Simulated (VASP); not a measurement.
Level of theory: PBEsol GGA, VASP's PBE PAW potentials (set 64) (plane waves; VASP).

The input files of a VASP run:

**KPOINTS**
```
Regular mesh
0
gamma
 8 8 2
```

### INCAR
```
SYSTEM = MoTe2
PREC = Accurate
ENCUT = 500
EDIFF = 1E-6
NELM = 100
ALGO = Normal
LREAL = .FALSE.
LASPH = .TRUE.
ISMEAR = 0
SIGMA = 0.05
GGA = PS
LMAXMIX = 4
LWAVE = .FALSE.
LCHARG = .FALSE.
IBRION = 2
ISIF = 3
NSW = 40
EDIFFG = -0.02
PSTRESS = 100
```

POSCAR:
```
MoTe2
1.0
  1.6834711586  -2.9158565932   0.0000000000
  1.6834711586   2.9158565932   0.0000000000
  0.0000000000   0.0000000000  12.9873836472
Te Mo
4 2
Cartesian
  1.6834711586   0.9719541416  11.5665862625
  1.6834711586  -0.9719541416   5.0728944389
  1.6834711586  -0.9719541416   1.4207973847
  1.6834711586   0.9719541416   7.9144892083
  1.6834711586   0.9719541416   3.2468459118
  1.6834711586  -0.9719541416   9.7405377354
```

POTCAR, in this order: Te Mo_sv (PBE.64 set). Program: vasp_std.

The resulting files:

**OSZICAR**
```
       N       E                     dE             d eps       ncg     rms          rms(c)
DAV:   1     0.412141121304E+03    0.41214E+03   -0.26960E+04  1392   0.149E+03
DAV:   2    -0.157750122352E+02   -0.42792E+03   -0.42026E+03  1514   0.364E+02
DAV:   3    -0.395666692702E+02   -0.23792E+02   -0.23448E+02  1543   0.715E+01
DAV:   4    -0.402159777699E+02   -0.64931E+00   -0.64659E+00  1541   0.114E+01
DAV:   5    -0.402313600738E+02   -0.15382E-01   -0.15376E-01  1536   0.187E+00    0.272E+01
DAV:   6    -0.392243707512E+02    0.10070E+01   -0.55156E+00  1531   0.128E+01    0.105E+01
DAV:   7    -0.392195142338E+02    0.48565E-02   -0.55075E+00  1420   0.898E+00    0.584E+00
DAV:   8    -0.388790679594E+02    0.34045E+00   -0.17490E+00  1457   0.598E+00    0.383E+00
DAV:   9    -0.388894235917E+02   -0.10356E-01   -0.17992E-01  1592   0.186E+00    0.189E+00
DAV:  10    -0.388804336381E+02    0.89900E-02   -0.55369E-02  1476   0.123E+00    0.794E-01
DAV:  11    -0.388805975177E+02   -0.16388E-03   -0.20484E-03  1494   0.245E-01    0.525E-01
DAV:  12    -0.388805934784E+02    0.40393E-05   -0.51165E-04  1543   0.866E-02    0.371E-01
DAV:  13    -0.388804824452E+02    0.11103E-03   -0.36167E-04  1580   0.967E-02    0.150E-01
DAV:  14    -0.388804888694E+02   -0.64242E-05   -0.12962E-05  1276   0.202E-02    0.139E-01
DAV:  15    -0.388804825228E+02    0.63465E-05   -0.53641E-06  1278   0.129E-02    0.848E-02
DAV:  16    -0.388804780596E+02    0.44632E-05   -0.10432E-05  1335   0.148E-02    0.361E-02
DAV:  17    -0.388804773316E+02    0.72798E-06   -0.13537E-06   809   0.599E-03
   1 F= -.30922313E+02 E0= -.30922294E+02  d E =-.309223E+02
```

OUTCAR:
```
------------------------ aborting loop because EDIFF is reached ----------------------------------------
  FORCE on cell =-STRESS in cart. coord.  units (eV):
  Direction    XX          YY          ZZ          XY          YZ          ZX
  --------------------------------------------------------------------------------------
  Total        8.0150973      8.0150919      7.9569000      0.0000000     -0.0000000      0.0000000
  in kB      100.7153985    100.7153303     99.9841082      0.0000000     -0.0000000      0.0000000
  external PRESSURE =       0.4716123 kB  Pullay stress =     100.0000000 kB
  volume of cell :      127.50
      direct lattice vectors                 reciprocal lattice vectors
     1.683471159 -2.915856593  0.000000000     0.297005385 -0.171476197  0.000000000
     1.683471159  2.915856593  0.000000000     0.297005385  0.171476197  0.000000000
     0.000000000  0.000000000 12.987383647     0.000000000  0.000000000  0.076997802
 POSITION                                       TOTAL-FORCE (eV/Angst)
 -----------------------------------------------------------------------------------
      1.68347      0.97195     11.56659         0.000000      0.000000     -0.017976
      1.68347     -0.97195      5.07289         0.000000     -0.000000     -0.017976
      1.68347     -0.97195      1.42080         0.000000     -0.000000      0.017976
      1.68347      0.97195      7.91449         0.000000      0.000000      0.017976
      1.68347      0.97195      3.24685        -0.000000     -0.000000     -0.000000
      1.68347     -0.97195      9.74054        -0.000000      0.000000     -0.000000
 -----------------------------------------------------------------------------------
    total drift:                                0.000203      0.001535     -0.000026
  FREE ENERGIE OF THE ION-ELECTRON SYSTEM (eV)
  ---------------------------------------------------
  free  energy   TOTEN  =       -38.8804773316 eV

  energy  without entropy=      -38.8804404566  energy(sigma->0) =      -38.88045889
  enthalpy is  TOTEN    =       -30.9223126071 eV   P V=        7.9581647246

 reached required accuracy - stopping structural energy minimisation
```
(Selected blocks of OUTCAR.)

### OUTCAR
```
 val. band max:       10.7084088093   @ k =   0.0000   0.0000   0.0000

 cond. band min:      10.8994857048   @ k =   0.2500   0.1250   0.0000


 Fermi energy:        10.7893798866

 k-point     1 :       0.0000    0.0000    0.0000
  band No.  band energies     occupation
      1     -50.3137      2.00000
      2     -50.3137      2.00000
      3     -24.6012      2.00000
      4     -24.6011      2.00000
      5     -24.3537      2.00000
      6     -24.3537      2.00000
      7     -24.3537      2.00000
      8     -24.3537      2.00000
      9      -3.7493      2.00000
     10      -3.0283      2.00000
     11      -2.8589      2.00000
     12      -1.7237      2.00000
     13       3.3919      2.00000
     14       5.7072      2.00000
     15       6.1921      2.00000
     16       8.5321      2.00000
     17       8.5321      2.00000
     18       8.5696      2.00000
     19       8.5696      2.00000
     20       8.7222      2.00000
     21       9.3670      2.00000
     22       9.3670      2.00000
     23       9.4553      2.00000
     24       9.4553      2.00000
     25      10.5156      2.00000
     26      10.7084      1.97799
     27      13.5132      0.00000
     28      13.5132      0.00000
     29      13.6562      0.00000
     30      13.6563      0.00000
     31      13.8766      0.00000

 k-point     2 :       0.1250    0.0000    0.0000
  band No.  band energies     occupation
      1     -50.3110      2.00000
      2     -50.3110      2.00000
      3     -24.5941      2.00000
      4     -24.5940      2.00000
      5     -24.3853      2.00000
      6     -24.3853      2.00000
      7     -24.3610      2.00000
      8     -24.3610      2.00000
      9      -3.4873      2.00000
     10      -2.8180      2.00000
     11      -2.6019      2.00000
     12      -1.5593      2.00000
     13       3.6765      2.00000
     14       5.9694      2.00000
     15       6.1194      2.00000
     16       7.9726      2.00000
     17       8.0782      2.00000
...
```

Without a dispersion term in the relaxation, distances and binding between the weakly bound layers, chains or molecules are unreliable, and so is what depends on them. Unless said otherwise, spin-orbit coupling is left out, though it shifts the bands of the heavy elements here.

The compound is MoTe2 in the 2H layered structure. It was relaxed first under an external pressure of 10 GPa.
